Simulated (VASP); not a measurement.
# Sn2C (P-3m1) in VASP: phonons with PBE

Aim: the phonons of Sn2C with PBE.

Everything below comes from runs of VASP 6.6.1. Logs are shortened: lines on timing, memory, paths and dates and some standing lists are left out, and cuts for length are marked.

## 1. Starting point

The structure is trigonal, space group P-3m1 (No. 164). The conventional cell has a = 3.506 Å, b = 3.506 Å, c = 11.747 Å, α = 90.00°, β = 90.00°, γ = 120.00°. Sn (site symmetry 3m) has 3 C at 2.32 Å as nearest neighbours. Around Sn (site symmetry 3m) lie 12 Sn at 3.33 to 3.51 Å. C (site symmetry 3m) is surrounded by 1 C at 1.39 Å.

The cell was built by a generator and needn't be a form met in nature.

## 2. Phonons, PBE

POSCAR reads:

```
Sn2C
1.0
    3.5059120000      0.0000000000      0.0000000000
   -1.7529560000      3.0362090000      0.0000000000
    0.0000000000      0.0000000000     11.7468600000
Sn C
4 2
Direct
    0.3333330000      0.6666670000      0.1559750000
    0.6666670000      0.3333330000      0.8440250000
    0.6666670000      0.3333330000      0.3814030000
    0.3333330000      0.6666670000      0.6185970000
    0.0000000000      0.0000000000      0.0589650000
    0.0000000000      0.0000000000      0.9410350000
```

INCAR.step1 reads:

```
PREC     = Accurate       # precision mode
ENCUT    = 520            # plane-wave cutoff, eV
EDIFF    = 1E-8           # SCF threshold, eV
ISMEAR   = 0              # smearing method
SIGMA    = 0.1            # smearing width, eV
LREAL    = F              # projectors in reciprocal space
LASPH    = T              # aspherical terms in the spheres
NELM     = 100            # most SCF steps
ALGO     = Fast           # electronic algorithm
ISIF     = 3              # what is computed and relaxed
LWAVE    = F              # write WAVECAR
LCHARG   = F              # write CHGCAR
GGA      = PE             # functional
KPAR     = 8            
IBRION   = 2              # ionic algorithm
NSW      = 40             # ionic steps
EDIFFG   = -0.002         # ionic threshold
```

INCAR.step2 reads:

```
PREC     = Accurate       # precision mode
ENCUT    = 520            # plane-wave cutoff, eV
EDIFF    = 1E-8           # SCF threshold, eV
ISMEAR   = 0              # smearing method
SIGMA    = 0.1            # smearing width, eV
LREAL    = F              # projectors in reciprocal space
LASPH    = T              # aspherical terms in the spheres
NELM     = 100            # most SCF steps
ALGO     = Fast           # electronic algorithm
ISIF     = 2              # what is computed and relaxed
LWAVE    = F              # write WAVECAR
LCHARG   = F              # write CHGCAR
GGA      = PE             # functional
KPAR     = 8            
IBRION   = 6              # ionic algorithm
NFREE    = 2            
POTIM    = 0.015          # step
NSW      = 1              # ionic steps
```

KPOINTS reads:

```
Automatic mesh
0
Gamma
  10 10 4
```

Potentials or basis: VASP PAW PBE potentials, release 64 (Sn_d, C).

Launch:

```sh
$ cat potpaw_PBE.64/Sn_d/POTCAR potpaw_PBE.64/C/POTCAR > POTCAR
$ cp INCAR.step1 INCAR
$ mpirun -np 8 vasp_std > vasp.out
$ cp CONTCAR POSCAR
$ cp INCAR.step2 INCAR
$ mpirun -np 8 vasp_std > vasp.out
```

OUTCAR:

```text
PREC = Accurate
   ENCUT = 520
   EDIFF = 1E-8
   ISMEAR = 0
   LREAL = F
   LASPH = T
   NELM = 100
   ISIF = 2
   GGA = PE
   IBRION = 6
   NFREE = 2
   POTIM = 0.015
   NSW = 1

 ion  position               nearest neighbor table
   1  0.333  0.667  0.156-   5 2.32   5 2.32   5 2.32   3 3.33   3 3.33   3 3.33
   2  0.667  0.333  0.844-   6 2.32   6 2.32   6 2.32   4 3.33   4 3.33   4 3.33
   3  0.667  0.333  0.381-   1 3.33   1 3.33   1 3.33   4 3.44   4 3.44   4 3.44
   4  0.333  0.667  0.619-   2 3.33   2 3.33   2 3.33   3 3.44   3 3.44   3 3.44
   5  0.000  0.000  0.059-   6 1.39   1 2.32   1 2.32   1 2.32
   6  0.000  0.000  0.941-   5 1.39   2 2.32   2 2.32   2 2.32

  LATTYP: Found a hexagonal cell.
 ALAT       =     3.5062571989
 C/A-ratio  =     3.3507409832

  Lattice vectors:

 A1 = (   3.5062571989,   0.0000000000,   0.0000000000)
 A2 = (  -1.7531285995,   3.0365079511,   0.0000000000)
 A3 = (   0.0000000000,   0.0000000000,  11.7485596942)

Analysis of symmetry for initial positions (statically):
=====================================================================
 Subroutine PRICEL returns:
 Original cell was already a primitive cell.

 Routine SETGRP: Setting up the symmetry group for a
 hexagonal supercell.

 Subroutine GETGRP returns: Found 12 space group operations
 (whereof 12 operations were pure point group operations)
 out of a pool of 24 trial point group operations.

The static configuration has the point symmetry D_3d.

Analysis of symmetry for dynamics (positions and initial velocities):
=====================================================================
 Subroutine PRICEL returns:
 Original cell was already a primitive cell.

 Routine SETGRP: Setting up the symmetry group for a
 hexagonal supercell.

 Subroutine GETGRP returns: Found 12 space group operations
 (whereof 12 operations were pure point group operations)
 out of a pool of 24 trial point group operations.

The dynamic configuration has the point symmetry D_3d.

 Subroutine INISYM returns: Found 12 space group operations
 (whereof 12 operations are pure point group operations),
 and found     1 'primitive' translations

----------------------------------------------------------------------------------------

                                     Primitive cell

  volume of cell :     125.0843

  direct lattice vectors                    reciprocal lattice vectors
     3.506257199  0.000000000  0.000000000     0.285204406  0.164662832  0.000000000
    -1.753128599  3.036507951  0.000000000     0.000000000  0.329325665  0.000000000
     0.000000000  0.000000000 11.748559694     0.000000000  0.000000000  0.085116817

  length of vectors
     3.506257199  3.506257324 11.748559694     0.329325677  0.329325665  0.085116817

  position of ions in fractional coordinates (direct lattice)
     0.333333000  0.666667000  0.155973171
     0.666667000  0.333333000  0.844026829
     0.666667000  0.333333000  0.381413320
     0.333333000  0.666667000  0.618586680
     0.000000000  0.000000000  0.058954691
     0.000000000  0.000000000  0.941045309

  ion indices of the primitive-cell ions
   primitive index   ion index
                 1           1
                 2           2
                 3           3
                 4           4
                 5           5
                 6           6

----------------------------------------------------------------------------------------

 KPOINTS: Automatic mesh

Automatic generation of k-mesh.
 Grid dimensions read from file:
 generate k-points for:   10   10    4

 Generating k-lattice:

  Cartesian coordinates                     Fractional coordinates (reciprocal lattice)
     0.028520441  0.016466283  0.000000000     0.100000000  0.000000000  0.000000000
[... 65 lines left out ...]
   ISIF   =      2    stress and relaxation
   ISYM   =      2    0-nonsym 1-usesym 2-fastsym
   POTIM  = 0.0150    time-step for ionic-motion
   TEBEG  =    0.0;   TEEND  =   0.0 temperature during run
   PSTRESS=    0.0 pullay stress
   NELECT =      64.0000    total number of electrons
   NUPDOWN=      -1.0000    fix difference up-down
   EMIN   =  10.00;   EMAX   =-10.00  energy-range for DOS
   EFERMI =   0.00;   METHOD = LEGACY
   ISMEAR =     0;   SIGMA  =   0.10  broadening in eV -4-tet -1-fermi 0-gaus
   EFERMI_NEDOS =   21; number of points for ismear=-14 and -15
   IALGO  =     68    algorithm
   IMIX   =      4    mixing-type and parameters
     AMIX     =   0.40;   BMIX     =  1.00
     AMIX_MAG =   1.60;   BMIX_MAG =  1.00
  volume/ion in A,a.u.               =      20.85       140.69
  Fermi-wavevector in a.u.,A,eV,Ry     =   1.309385  2.474378 23.327024  1.714488
  Thomas-Fermi vector in A             =   2.439987
   LORBIT       =      0    0 simple, 1 ext, 2 COOP (PROOUT), +10 PAW based schemes
   GGA     = PE    functional components
   LHFCALC =     F    Hartree Fock is set to
   AEXX    =    0.0000 exact exchange contribution
   IVDW    =     0    specifies the selected vdW correction
   LEPSILON=     F    determine dielectric tensor
   LRPA    =     F    only Hartree local field effects (RPA)
 finite differences with symmetry
 non-spin polarized calculation
 RMM-DIIS sequential band-by-band and
 Gauss-broadening in eV      SIGMA  =   0.10
  energy-cutoff  :      520.00
  volume of cell :      125.08
 maximum number of plane-waves:      3428
 NGX is ok and might be reduce to    28
   NGX = 13   NGY = 13   NGZ = 43

--------------------------------------- Ionic step        1  -------------------------------------------

 number of electron      63.9999992 magnetization

 Free energy of the ion-electron system (eV)
  ---------------------------------------------------
  ext. energy  EPLUGINS =         0.00000000
  ---------------------------------------------------
  free energy    TOTEN  =       -30.28897633 eV

  energy without entropy =      -30.27750035  energy(sigma->0) =      -30.28323834

------------------------ aborting loop because EDIFF is reached ----------------------------------------

  FORCE on cell =-STRESS in cart. coord.  units (eV):
  Direction    XX          YY          ZZ          XY          YZ          ZX
  --------------------------------------------------------------------------------------
  -------------------------------------------------------------------------------------
  Total       -0.0020031     -0.0020031      0.0044704      0.0000000     -0.0000000      0.0000000
  in kB       -0.0256568     -0.0256568      0.0572607      0.0000000     -0.0000000      0.0000000
  external PRESSURE =       0.0019824 kB  Pullay stress =       0.0000000 kB
[... 101 lines left out ...]
  FREE ENERGIE OF THE ION-ELECTRON SYSTEM (eV)
  ---------------------------------------------------
  free  energy   TOTEN  =       -30.2885080497 eV

  energy  without entropy=      -30.2770216023  energy(sigma->0) =      -30.28276483

[... ionic steps 4 to 10 ...]

--------------------------------------- Ionic step       11  -------------------------------------------

 number of electron      63.9999992 magnetization

------------------------ aborting loop because EDIFF is reached ----------------------------------------
[... 75 lines left out ...]
--------------------------------------- Ionic step       13  -------------------------------------------

 number of electron      63.9999992 magnetization

 Free energy of the ion-electron system (eV)
  ---------------------------------------------------
  ext. energy  EPLUGINS =         0.00000000
  ---------------------------------------------------
  free energy    TOTEN  =       -30.28541273 eV

  energy without entropy =      -30.27321551  energy(sigma->0) =      -30.27931412

 E-fermi :   7.8211     XC(G=0): -10.4159

 val. band max:        7.8081051908   @ k =   0.4000   0.2000   0.5000
 cond. band min:       7.8283743265   @ k =   0.1000   0.0000   0.5000
 fundamental gap:      0.0202691357
 Fermi energy:         7.8210644315

 k-point     1 :       0.0000    0.0000    0.0000
  band No.  band energies     occupation
      1     -13.8282      2.00000
      2     -13.8282      2.00000
      3     -13.8187      2.00000
      4     -13.8187      2.00000
      5     -13.8059      2.00000
      6     -13.7943      2.00000
[... 973 lines left out ...]
     37      10.8590      0.00000
     38      11.2636      0.00000

 [... further k-points ...]
[... 5 lines left out ...]
  --------------------------------------------------------------------------------------
  -------------------------------------------------------------------------------------
  Total        0.0383503      0.0383503      0.7944402     -0.0000000      0.0000000      0.0000000
  in kB        0.4912206      0.4912207     10.1758100     -0.0000000      0.0000000      0.0000000
  external PRESSURE =       3.7194171 kB  Pullay stress =       0.0000000 kB
[... 21 lines left out ...]
  FREE ENERGIE OF THE ION-ELECTRON SYSTEM (eV)
  ---------------------------------------------------
  free  energy   TOTEN  =       -30.2854127299 eV

  energy  without entropy=      -30.2732155120  energy(sigma->0) =      -30.27931412

 INTERNAL STRAIN TENSORS FROM DISPLACED ATOMS
 ============================================

 INTERNAL STRAIN TENSOR FOR ION    1 for displacements in x,y,z  (eV/Angst):
          X           Y           Z          XY          YZ          ZX
  --------------------------------------------------------------------------------
  x     0.00000     0.00000     0.00000     3.69264     0.00000    -4.75706
  y     3.69264    -3.69264    -0.00000     0.00000    -4.75706     0.00000
  z    -0.34902    -0.34902   -12.32852     0.00000    -0.00000     0.00000

 INTERNAL STRAIN TENSOR FOR ION    6 for displacements in x,y,z  (eV/Angst):
          X           Y           Z          XY          YZ          ZX
  --------------------------------------------------------------------------------
  x     0.00000     0.00000     0.00000     3.24789     0.00000    -1.58513
  y     3.24789    -3.24789     0.00000     0.00000    -1.58512     0.00000
  z     2.61301     2.61301    50.22052     0.00000     0.00000     0.00000

 Eigenvectors and eigenvalues of the dynamical matrix
 ----------------------------------------------------

   1 f  =   33.858575 THz   212.739702 2PiTHz 1129.400501 cm-1   140.027753 meV
             X         Y         Z           dx          dy          dz
     -0.000002  2.024340  1.832460     0.000000   -0.000000   -0.032124
      1.753130  1.012168  9.916100     0.000000   -0.000000    0.032124
      1.753130  1.012168  4.481057    -0.000000    0.000000    0.000829
     -0.000002  2.024340  7.267503     0.000000   -0.000000   -0.000829
      0.000000  0.000000  0.692633     0.000000   -0.000000   -0.706376
      0.000000  0.000000 11.055927    -0.000000    0.000000    0.706376
[... 145 lines left out ...]
  18 f/i=    0.010235 THz     0.064308 2PiTHz    0.341402 cm-1     0.042328 meV
             X         Y         Z           dx          dy          dz
     -0.000002  2.024340  1.832460     0.000000    0.000000    0.489115
      1.753130  1.012168  9.916100     0.000000    0.000000    0.489115
      1.753130  1.012168  4.481057     0.000000    0.000000    0.486206
     -0.000002  2.024340  7.267503     0.000000    0.000000    0.486206
      0.000000  0.000000  0.692633     0.000000    0.000000    0.156108
      0.000000  0.000000 11.055927     0.000000    0.000000    0.156108

 ELASTIC MODULI CONTR FROM IONIC RELAXATION (kBar)
 Direction    XX          YY          ZZ          XY          YZ          ZX
 --------------------------------------------------------------------------------
 XX        -119.4107    100.6280    -45.2066     -0.0000    124.5890      0.0000
 YY         100.6280   -119.4107    -45.2066      0.0000   -124.5891     -0.0000
 ZZ         -45.2066    -45.2066  -1293.9825      0.0000      0.0000     -0.0000
 XY          -0.0000      0.0000      0.0000   -110.0194      0.0000    124.5889
 YZ         124.5890   -124.5891      0.0000      0.0000   -182.1873     -0.0000
 ZX           0.0000     -0.0000     -0.0000    124.5889     -0.0000   -182.1869
 --------------------------------------------------------------------------------
```

It took 28 min on 8 MPI ranks of Intel Xeon Platinum 8488C (Sapphire Rapids), shared host; peak memory 1.3 GiB.

What came out:

```yaml
Highest_phonon_frequency_at_Γ_LO-TO_splitting_left_out: 1129 cm⁻¹
```

Phonon frequencies in cm⁻¹ (negative: imaginary):
```csv
q point,frequencies
"(0.000, 0.000, 0.000)",0 0 0 19 19 28 28 74 77 77 78 123 335 335 373 385 385 1129
```
